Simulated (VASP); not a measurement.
Input of a VASP 6.6.1 run:

INCAR

```
SYSTEM = LiSi16
PREC = Accurate
ENCUT = 520
EDIFF = 1E-6
ISMEAR = 0
SIGMA = 0.02
LREAL = Auto
LASPH = .True.
NELM = 100
ALGO = Fast
ISIF = 2
LWAVE = .False.
LCHARG = .False.
GGA = PE
IBRION = 2
NSW = 80
EDIFFG = -0.03
NELECT = 66.0
```

Contents of KPOINTS:

```
Automatic mesh
0
Gamma
  2 2 2
  0 0 0
```

The input POSCAR:

```
LiSi16
1.0
    0.0000000000      5.4300000000      5.4300000000
    5.4300000000      0.0000000000      5.4300000000
    5.4300000000      5.4300000000      0.0000000000
Si Li
16 1
Direct
    0.0000000000      0.0000000000      0.0000000000
    0.1250000000      0.1250000000      0.1250000000
    0.0000000000      0.0000000000      0.5000000000
    0.1250000000      0.1250000000      0.6250000000
    0.0000000000      0.5000000000      0.0000000000
    0.1250000000      0.6250000000      0.1250000000
    0.0000000000      0.5000000000      0.5000000000
    0.1250000000      0.6250000000      0.6250000000
    0.5000000000      0.0000000000      0.0000000000
    0.6250000000      0.1250000000      0.1250000000
    0.5000000000      0.0000000000      0.5000000000
    0.6250000000      0.1250000000      0.6250000000
    0.5000000000      0.5000000000      0.0000000000
    0.6250000000      0.6250000000      0.1250000000
    0.5000000000      0.5000000000      0.5000000000
    0.6250000000      0.6250000000      0.6250000000
    0.3677629000      0.3751478000      0.8790269000
```

Potentials or basis: VASP PAW PBE potentials, release 64 (Si, Li_sv).

The run is started by

```bash
$ cat potpaw_PBE.64/Si/POTCAR potpaw_PBE.64/Li_sv/POTCAR > POTCAR
$ mpirun -np 1 vasp_std > vasp.out
```

Problem. Predict the band gap on the k mesh.

Solution. 0.64 eV, direct.

Problem. What does it give for the energy gained by relaxing?

Solution. 6.8 meV/atom.

The path:
| step | energy change (eV) | largest force (eV/Å) | pressure (GPa) |
| --- | --- | --- | --- |
| 1 | 0.0000 | 1.0945 | -0.51 |
| 2 | -0.1122 | 0.1136 | -0.58 |
| 3 | -0.1122 | 0.1111 | -0.58 |
| 4 | -0.1143 | 0.0957 | -0.57 |
| 5 | -0.1145 | 0.0895 | -0.57 |
| 6 | -0.1150 | 0.0575 | -0.57 |
| 7 | -0.1151 | 0.0391 | -0.57 |
| 8 | -0.1155 | 0.0221 | -0.57 |

Caveat: the k mesh is coarse (spacing up to 0.50 Å⁻¹), so the values aren't converged; the cell carries a net charge on a neutralising background, which shifts energy and pressure; the cell is charged against a uniform background, so pressure and absolute levels hang on convention; the cutoff is under 1.25 times the usual one of these potentials, so pressure, stress and relaxed cells hold a basis-set (Pulay) error. PBE gaps usually lie below the measured ones, often by a third to a half.
